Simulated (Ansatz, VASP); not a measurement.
# MnGePd: VASP beside Ansatz

Wanted: the spread between two codes on one cell, functional and k mesh.

Calculated with Ansatz 0.2.0; plane waves, with VASP 6.6.1 beside it; single point at PBEsol and single point at PBEsol, DFT+U.

## 1. Starting point

It takes space group P-62m (No. 189, hexagonal). Conventional cell: a = 6.639 Å, b = 6.639 Å, c = 3.577 Å, α = 90.00°, β = 90.00°, γ = 120.00°. Nearest to Pd lie 4 Ge at 2.48 to 2.50 Å and 6 Mn at 2.84 to 2.97 Å and 2 Pd at 2.98 Å. Ge has 6 Pd at 2.48 Å and 3 Mn at 2.71 Å nearest. Nearest to Ge lie 3 Pd at 2.50 Å and 6 Mn at 2.69 Å. Nearest to Mn lie 5 Ge at 2.69 to 2.71 Å and 6 Pd at 2.84 to 2.97 Å. Farther neighbours are not listed.

## 2. Ansatz: single point, PBEsol

Ansatz runs on its default PAW (the set named soft_2) files.

With cell and atoms fixed, the geometry can't cause a difference; cores, projectors, grids and the points listed under the comparison can.

input.yaml

```yaml
crystal:
  lattice:
    - [6.639, 0.0, 0.0]
    - [-3.3195, 5.7495426557, 0.0]
    - [0.0, 0.0, 3.577]
  atoms:
    - { symbol: Pd, position: [0.0, 0.25895, 0.0] }
    - { symbol: Pd, position: [0.74105, 0.74105, 0.0] }
    - { symbol: Pd, position: [0.25895, 0.0, 0.0] }
    - { symbol: Ge, position: [0.0, 0.0, 0.5] }
    - { symbol: Ge, position: [0.6666666667, 0.3333333333, 0.0] }
    - { symbol: Ge, position: [0.3333333333, 0.6666666667, 0.0] }
    - { symbol: Mn, position: [0.0, 0.59145, 0.5], spin: 4.0 }
    - { symbol: Mn, position: [0.40855, 0.40855, 0.5], spin: 4.0 }
    - { symbol: Mn, position: [0.59145, 0.0, 0.5], spin: 4.0 }
hamiltonian:
  xc: pbesol
  pseudopotentials: { kind: paw }
magnetization:
  spin_polarized: true
kpoints:
  mp_grid: { grid: [3, 3, 5] }
scf:
  occupations: { method: methfessel_paxton, width: 0.05 }
  n_extra_bands: 14
output:
  forces: true
  stress: true
  eigenvalues: true
  write_density: true
  write_potential: true
  elf: true
  volumetric_format: npy
```

Run with:

```console
$ ansatz run input.yaml --threads 4 --pin off --max-ram 9216MiB --backend cpu --events-out ev --progress --plain --runs-dir out
```

Numbers of over 12 decimals in the logs are rounded to 6 here.

Log:

```text
Warning: the band count 85 (scf.n_extra_bands) hosts the net moment |M| = 12.0000 μB (N_el = 141) but caps the reachable moment at 2·n_bands − N_el = 29.0000 μB, below the 92 bands that the automatic rule leaves for it — a moment growing past the seed, or the majority channel's smearing tail, pins there with fewer empty majority states than that count leaves; raise or omit scf.n_extra_bands unless the cap is intended
scf.n_extra_bands = 14 over 71 filled bands (N_el = 141.0): the run solves 85 bands
Engine: ansatz 0.2.0, aarch64-unknown-linux-gnu
Pseudopotentials: kind: paw
Pseudopotential: Pd, paw, valence charge 18, recommended cutoff 420 eV (normal), Pd.paw.azcp
Pseudopotential: Ge, paw, valence charge 14, recommended cutoff 420 eV (normal), Ge.paw.azcp
Pseudopotential: Mn, paw, valence charge 15, recommended cutoff 420 eV (normal), Mn.paw.azcp
Functional definition: PBEsol
  exchange = pbesol_x
  correlation = pbesol_c
Crystal: 9 atoms, lattice volume = 136.538 Å³
Basis set: ecut = 420 eV, 2639 PW (Γ), exchange–correlation on 90×90×48 points (8 copies of the dense FFT grid, shifted against one another)
Bands: 85, of which v1, the nominal top of the filled ones, is band 71 counted from 1 (70 counted from 0)
Symmetry: 12 space group operations
Space group: P-62m (ITA 189), of the structure as read, at distance tolerance 5.1e-5 Å
Magnetic group: BNS 189.221 (UNI 1451), of the structure as read, at distance tolerance 5.1e-5 Å
k-points: 9 of 45 (time reversal used)
Non-local potential: Pd, projectors of the file, l = 0: 2, l = 1: 2, l = 2: 2, l = 3: 1
Non-local potential: Ge, projectors of the file, l = 0: 2, l = 1: 2, l = 2: 3, l = 3: 1
Non-local potential: Mn, projectors of the file, l = 0: 3, l = 1: 2, l = 2: 3, l = 3: 1
PAW form: soft (Blöchl's): semilocal exchange-correlation on the pseudo side does not see the compensation charge
PAW frozen core: Pd, regenerated for the run's functional, and the local potential with it (the file was generated under x = pbe(κ = 0.804, μ = 0.219515), c = pbe(β = 0.066725))
PAW frozen core: Ge, regenerated for the run's functional, and the local potential with it (the file was generated under x = pbe(κ = 0.804, μ = 0.219515), c = pbe(β = 0.066725))
PAW frozen core: Mn, regenerated for the run's functional, and the local potential with it (the file was generated under x = pbe(κ = 0.804, μ = 0.219515), c = pbe(β = 0.066725))
PAW one-centre angular grid: Pd, 590 points (default); XC on 64 Gauss nodes
PAW one-centre angular grid: Ge, 590 points (default); XC on 64 Gauss nodes
PAW one-centre angular grid: Mn, 590 points (default); XC on 64 Gauss nodes
Initial density: superposition of atomic densities (chi_scale 0.1, normalization cell)
Starting moments: Σ|m| = 12 μB on 3 of 9 sites
Initial wavefunctions: pseudopotential atomic-orbital guess
Functional: x = pbesol(κ = 0.804, μ = 0.123457), c = pbesol(β = 0.046)
SCF iter   1: F=—  HF=-45096.730465 eV  |F-HF|=—  |Δ(HF+E_count)|=         —  Δρ=1.04e-1 (↑9.69e-2 ↓1.04e-1)  dr2=8.71e1  dr2_m=4.50e-1  M=9.775 μB ∫|m|=10.930 μB  β_m=0.30  ethr=3.10e-3  ⟨swp⟩=5.9  Hψ=5038  notcnv=0
Mixer restart at iter 1: flushing history
preconditioner: auto → Kerker (q_TF=auto, 2.743 Å⁻¹)  [metal: Δε(μ)=0.001 eV  Ē_g=13.191 eV  σ=0.050 eV  W_gap=0.01  n_scr=44 (ndim 8)  ℏωp=30.6 eV  f_vac=0.000  D(μ)=11.28/eV (n_scr^D=130)]
spin=Collinear: Kerker preconditioning applied to the charge; magnetization (m = ρ↑ − ρ↓) channel mixes plain (no charge-response kernel on spin).
SCF iter   2: F=—  HF=-45089.891209 eV  |F-HF|=—  |Δ(HF+E_count)|=    6.84e0  Δρ=3.37e-2 (↑3.02e-2 ↓3.37e-2)  dr2=8.93e0  dr2_m=1.16e-1  M=10.244 μB ∫|m|=11.330 μB  β_m=0.36  ethr=3.10e-3  ⟨swp⟩=2.9  Hψ=3223  notcnv=0  defer=79
preconditioner: auto → Resta (q_TF=auto, 2.743 Å⁻¹)  ε∞=6.5  [insulator: Δε(μ)=0.064 eV  Ē_g=13.034 eV  σ=0.050 eV  W_gap=0.57  n_scr=44 (ndim 8)  ℏωp=30.6 eV  f_vac=0.000  D(μ)=3.68/eV (n_scr^D=32)  ε∞_Penn≈6.5]
spin=Collinear: Resta preconditioning applied to the charge; magnetization (m = ρ↑ − ρ↓) channel mixes plain (no charge-response kernel on spin).
SCF iter   3: F=—  HF=-45088.977133 eV  |F-HF|=—  |Δ(HF+E_count)|=   9.14e-1  Δρ=1.43e-2 (↑1.28e-2 ↓1.43e-2)  dr2=1.03e0  dr2_m=2.02e-2  M=10.205 μB ∫|m|=11.493 μB  β_m=0.48  ethr=3.10e-3  ⟨swp⟩=2.1  Hψ=2397  notcnv=0  defer=78
SCF iter   4: F=—  HF=-45089.050030 eV  |F-HF|=—  |Δ(HF+E_count)|=   7.29e-2  Δρ=6.16e-3 (↑6.16e-3 ↓5.44e-3)  dr2=1.02e-1  dr2_m=5.34e-3  M=10.200 μB ∫|m|=11.528 μB  β_m=0.54  ethr=7.33e-4  ⟨swp⟩=2.1  Hψ=2030  notcnv=0  defer=78
SCF iter   5: F=—  HF=-45089.028166 eV  |F-HF|=—  |Δ(HF+E_count)|=         —  Δρ=1.70e-3 (↑1.70e-3 ↓1.65e-3)  dr2=1.14e-2  dr2_m=2.85e-4  M=10.200 μB ∫|m|=11.578 μB  β_m=0.54  ethr=7.21e-5  ⟨swp⟩=2.4  Hψ=3205  notcnv=0  defer=71
Mixer restart at iter 5: flushing history
SCF iter   6: F=—  HF=-45089.033507 eV  |F-HF|=—  |Δ(HF+E_count)|=   5.34e-3  Δρ=6.40e-4 (↑6.35e-4 ↓6.40e-4)  dr2=1.09e-3  dr2_m=2.03e-4  M=10.200 μB ∫|m|=11.586 μB  β_m=0.60  ethr=8.11e-6  ⟨swp⟩=2.0  Hψ=2203  notcnv=0  defer=71
SCF iter   7: F=—  HF=-45089.033963 eV  |F-HF|=—  |Δ(HF+E_count)|=   4.56e-4  Δρ=6.71e-4 (↑5.13e-4 ↓6.71e-4)  dr2=1.61e-3  dr2_m=3.03e-5  M=10.200 μB ∫|m|=11.592 μB  β_m=0.70  ethr=7.76e-7  ⟨swp⟩=2.5  Hψ=2461  notcnv=0  defer=71
SCF iter   8: F=—  HF=-45089.034573 eV  |F-HF|=—  |Δ(HF+E_count)|=   6.10e-4  Δρ=1.76e-4 (↑1.58e-4 ↓1.76e-4)  dr2=3.49e-5  dr2_m=2.69e-5  M=10.200 μB ∫|m|=11.600 μB  β_m=0.85  ethr=7.76e-7  ⟨swp⟩=2.0  Hψ=2649  notcnv=0  defer=71
SCF iter   9: F=—  HF=-45089.034576 eV  |F-HF|=—  |Δ(HF+E_count)|=   3.48e-6  Δρ=6.92e-5 (↑5.68e-5 ↓6.92e-5)  dr2=2.38e-5  dr2_m=4.94e-7  M=10.200 μB ∫|m|=11.601 μB  β_m=0.79  ethr=2.47e-8  ⟨swp⟩=2.0  Hψ=2533  notcnv=0  defer=71
SCF iter  10: F=—  HF=-45089.032115 eV  |F-HF|=—  |Δ(HF+E_count)|=         —  Δρ=1.60e-4 (↑8.27e-5 ↓1.60e-4)  dr2=2.02e-5  dr2_m=1.02e-5  M=10.200 μB ∫|m|=11.604 μB  β_m=0.79  ethr=1.69e-8  ⟨swp⟩=2.0  Hψ=2456  notcnv=0  defer=71
Mixer restart at iter 10: flushing history
iteration 10: the input's own smearing fills from here on; a Gaussian of 0.05 eV has filled iterations ahead of it
SCF iter  11: F=—  HF=-45089.032123 eV  |F-HF|=—  |Δ(HF+E_count)|=   8.59e-6  S|Δr|=    0.00e0  Δρ=1.03e-4 (↑6.59e-5 ↓1.03e-4)  dr2=3.74e-5  dr2_m=1.19e-6  M=10.200 μB ∫|m|=11.606 μB  β_m=0.76  ethr=1.43e-8  ⟨swp⟩=2.0  Hψ=2573  notcnv=0  defer=71
SCF iter  12: F=—  HF=-45089.032127 eV  |F-HF|=—  |Δ(HF+E_count)|=   4.08e-6  S|Δr|=    0.00e0  Δρ=1.25e-4 (↑1.25e-4 ↓9.73e-5)  dr2=6.87e-5  dr2_m=8.54e-7  M=10.200 μB ∫|m|=11.605 μB  β_m=0.56  ethr=1.43e-8  ⟨swp⟩=2.0  Hψ=2679  notcnv=0  defer=71
SCF iter  13: F=—  HF=-45089.032120 eV  |F-HF|=—  |Δ(HF+E_count)|=   7.08e-6  S|Δr|=    0.00e0  Δρ=1.58e-5 (↑7.52e-6 ↓1.58e-5)  dr2=5.85e-7  dr2_m=6.42e-8  M=10.200 μB ∫|m|=11.606 μB  β_m=0.57  ethr=1.43e-8  ⟨swp⟩=2.0  Hψ=2465  notcnv=0  defer=71
SCF iter  14: F=-45089.032120 eV  HF=-45089.032120 eV  |F-HF|=1.67e-8  |Δ(HF+E_count)|=   1.25e-8  S|Δr|=    0.00e0  Δρ=6.95e-6 (↑3.00e-6 ↓6.95e-6)  dr2=6.88e-8  dr2_m=1.20e-8  M=10.200 μB ∫|m|=11.606 μB  ethr=7.09e-11  ⟨swp⟩=11.7  Hψ=10332  notcnv=0
SCF 1 converged in 14 iterations: F = -45089.032120 eV  dr2 = 6.88e-8
  greatest PAW one-centre occupation: 1.002 electrons in one spin orbital (limit 2), on the Mn atom at site 6 (counted from 0), in its partial waves of l = 1
this state was not tested for a lower state beside it, because cold or Methfessel-Paxton smearing, or corrected tetrahedra, fill the levels in a way that the test cannot read (fill_not_monotonic; see scf.lower_state_search)
SCF converged after 14 iterations
Magnetization: 10.2000 μB (75.6000 up, 65.4000 down)
Absolute magnetization: 11.6328 μB (∫|ρ↑−ρ↓|, with the PAW one-centre terms)
Spin contamination: 0.6901 ħ² per cell (⟨S²⟩ above its minimum at these occupations)
Per-site moments (μB) at R_I (Å): [(0.010943, 1.023322), (0.010943, 1.023322), (0.010943, 1.023322), (-0.060156, 1.023322), (-0.114065, 1.029936), (-0.114065, 1.029936), (3.460452, 1.109953), (3.460452, 1.109953), (3.460452, 1.109953)]
Free energy (F): -45089.032120 eV
Harris-Foulkes:  -45089.032120 eV  (|F-HF|=1.67e-8)
Internal energy: -45089.031850 eV  (E = F + TS)
E sigma→0 (E₀):  -45089.032053 eV
Entropy (-TS):   -0.000271 eV (-0.030 meV/atom)
Fermi energy:    16.109001 eV
Step filling:    the computed levels leave a gap of 0.0000 eV = 0.0 smearing widths at the electron count; against every level under it full and every level over it empty, smearing changes F+E_penalty+E_count by -0.311 meV and its σ→0 estimate by -0.244 meV
--- Per-component energies (eV) ---
  E_band       = -1466.853373
  E_kinetic    = 2787.969106
  E_local      = -17584.960587  (includes V_loc(G=0)·N_el)
  E_nonlocal   = 2667.136757
  E_hartree    = 7386.470856
  E_xc         = -1065.531965
  E_vxc        = -1261.736970  (∫ρ·V_xc dr)
  E_paw        = -20819.597229  (= ΣΔE_a)
  E_vpaw       = -2848.219412  (= ΣTr[D̂ρ^β])
  E_aug_tail   = 0.001718  (compensation charges beyond the density's cutoff)
  E_ewald      = -18464.690837
  E_core_change = 4.170332  (= ΣΔE_core)
  E_smearing   = -0.000271  (= −TS)
  E_closure    = -0.000000  (closes the sum)
  Σ components = -45089.032120   (vs F -45089.032120, Δ=0.00e0)
--- Forces (eV/Å), atoms counted from 1 ---
  atom   1  Pd    -0.19216405     0.33283790     0.00000000
  atom   2  Pd    -0.19216405    -0.33283790     0.00000000
  atom   3  Pd     0.38432811     0.00000000     0.00000000
  atom   4  Ge    -0.00000000    -0.00000000     0.00000000
  atom   5  Ge     0.00000000     0.00000000     0.00000000
  atom   6  Ge    -0.00000000    -0.00000000     0.00000000
  atom   7  Mn    -0.03189358     0.05524130     0.00000000
  atom   8  Mn    -0.03189358    -0.05524130     0.00000000
  atom   9  Mn     0.06378716     0.00000000     0.00000000
  max |Σ_I F_I| component: 8.79e-17 eV/Å
--- Stress (GPa, compression-positive) ---
       -5.686296      -0.000000       0.000000
        0.000000      -5.686296       0.000000
        0.000000       0.000000      -4.285202
  P = ⅓ Tr σ = -5.2193 GPa (-52.193 kbar)
--- Band table (eV; the first three rows and the last of 18) ---
  k-point 0 ↑: bands = [... 67 lower, 14.2472, 14.2718, 14.3028, 14.3370, 14.4020, 14.5138, 14.5138, 14.7055, ... 10 higher]
  k-point 1 ↑: bands = [... 67 lower, 14.2021, 14.2516, 14.2516, 14.5719, 14.5719, 14.8599, 14.8599, 14.8946, ... 10 higher]
  k-point 2 ↑: bands = [... 67 lower, 14.0877, 14.1180, 14.1615, 14.1615, 14.8988, 14.8988, 15.4063, 15.4063, ... 10 higher]
  k-point 8 ↓: bands = [... 67 lower, 16.9198, 16.9198, 17.2046, 17.2720, 17.2720, 17.7448, 17.7478, 17.7478, ... 10 higher]
```

The job ended after 14 s (4 threads of Arm Neoverse V1, shared host; peak memory 0.66 GiB; 51 s of CPU time).

Reading the cycles: dr2 is the Hartree energy of the density residual (eV), the measure of convergence; HF is the Harris–Foulkes estimate of the energy, which meets the free energy F at convergence.

The run ends at a pressure of -5.22 GPa, with forces up to 0.38 eV/Å.

(Continued in part 2 of 3.)

[Lines on the potential files, build, host, timing and source positions are cut from VASP's logs without a mark.]

[Logs are printed without paths, hosts, clocks, repeated set-up lines and the standing remarks that a program may print on its own settings, such as how far it seeks lower states.]

[Hosts, paths, dates, database ids (printed as entryN), source tags and the programs' standing remarks are cut or masked in the printed files.]
